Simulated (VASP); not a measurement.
AlN:

```xyz
4
Lattice="3.1100 0.0000 0.0000 -1.5550 2.6933 0.0000 0.0000 0.0000 4.9800" Properties=species:S:1:pos:R:3 pbc="T T T"
Al    0.0000    1.7956    0.0000
Al    1.5550    0.8978    2.4900
N     0.0000    1.7956    1.9024
N     1.5550    0.8978    4.3924
```

The cell was built by a generator and needn't be a form met in nature.

```yaml
Program: VASP 6.6.1
Task: relaxation of cell and atoms
Functional: LDA
Potentials_or_basis: VASP PAW LDA potentials, release 64 (Al, N)
Cutoff: 600 eV
k_mesh: 8 × 8 × 5
Occupations: gaussian, width 0.01 eV
Spin: no spin polarisation
```

At the start: pressure -3.8 GPa; volume 10.43 Å³/atom.

**Question.** How do energy, volume and symmetry change on relaxing?

**Answer.** Over 19 steps the energy falls by 2.3 meV/atom and the volume is 10.24 Å³/atom (-1.8 %); space group P6_3mc (No. 186, to 0.05 Å).

Step by step:
```
step  energy change (eV)  largest force (eV/Å)  pressure (GPa)  volume (Å³)
   1              0.0000                0.0157           -3.83        41.71
   2             -0.0006                0.0169            3.88        40.23
   3             -0.0092                0.0006           -0.02        40.95
   4             -0.0092                0.0008            0.05        40.94
   5             -0.0092                0.0051           -0.04        40.95
   6             -0.0092                0.0043           -0.03        40.95
   7             -0.0092                0.0036           -0.01        40.95
   8             -0.0092                0.0008            0.00        40.95
   9             -0.0092                0.0030            0.00        40.94
  10             -0.0092                0.0021            0.01        40.94
  11             -0.0092                0.0006            0.00        40.94
  12             -0.0092                0.0010            0.00        40.94
  13             -0.0092                0.0003            0.00        40.94
  14             -0.0092                0.0047            0.00        40.94
  15             -0.0092                0.0008            0.00        40.94
  16             -0.0092                0.0008            0.00        40.94
  17             -0.0092                0.0006            0.00        40.94
  18             -0.0092                0.0005            0.00        40.94
  19             -0.0092                0.0008            0.00        40.94
```

Final structure:
```cif
data_structure
_symmetry_space_group_name_H-M 'P 1'
_symmetry_Int_Tables_number 1
_cell_length_a 3.0912
_cell_length_b 3.0912
_cell_length_c 4.9476
_cell_angle_alpha 90.000
_cell_angle_beta 90.000
_cell_angle_gamma 120.000
_cell_volume 40.94
loop_
_atom_site_label
_atom_site_type_symbol
_atom_site_fract_x
_atom_site_fract_y
_atom_site_fract_z
_atom_site_occupancy
Al1 Al 0.33333 0.66667 0.00001 1
Al2 Al 0.66667 0.33333 0.50001 1
N1 N 0.33333 0.66667 0.38199 1
N2 N 0.66667 0.33333 0.88199 1
```
